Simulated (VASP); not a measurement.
The input files of a VASP run:

**KPOINTS**
```
Automatic mesh
0
Gamma
10 10 10
0 0 0
```

**INCAR**
```
SYSTEM = Ba
PREC = Accurate
ENCUT = 520
EDIFF = 1E-7
NELM = 100
ALGO = Normal
LREAL = .FALSE.
LASPH = .TRUE.
ISMEAR = 1
SIGMA = 0.1
GGA = RE
LMAXMIX = 4
LWAVE = .FALSE.
LCHARG = .FALSE.
ISIF = 2
```

### POSCAR
```
Ba
1
   -2.6157384593     2.6157384593     2.6157384593
    2.6157384593    -2.6157384593     2.6157384593
    2.6157384593     2.6157384593    -2.6157384593
Ba
1
Direct
  0.0000000000   0.0000000000   0.0000000000
```

POTCAR, in this order: Ba_sv (PBE.64 set). Program: vasp_std.

### Question
Write an equivalent input for Ansatz.

### Answer
One equivalent input (not run):
Ansatz 0.2 input:
```yaml
crystal:
  lattice:
    - [-2.6157385, 2.6157385, 2.6157385]
    - [2.6157385, -2.6157385, 2.6157385]
    - [2.6157385, 2.6157385, -2.6157385]
  atoms:
    - { symbol: Ba, position: [0.0000000, 0.0000000, 0.0000000] }
kpoints:
  mp_grid: { grid: [10, 10, 10] }
hamiltonian:
  xc: revpbe
  pseudopotentials: { kind: paw }
scf:
  occupations: { method: methfessel_paxton, width: 0.1 }
  max_iter: 100
output: { forces: true, stress: true, eigenvalues: true }
```
Limits of the translation: each code has its own PAW files, so the cut-off isn't converted (ENCUT is set for VASP's; basis.ecutwfc is left out, and Ansatz then takes the one that its files recommend); Ansatz stops its SCF on the density residual and VASP on the energy change (EDIFF).

The compound is Ba in the bcc structure. This cell is one point of a volume scan, at 1.06 of the reference volume.
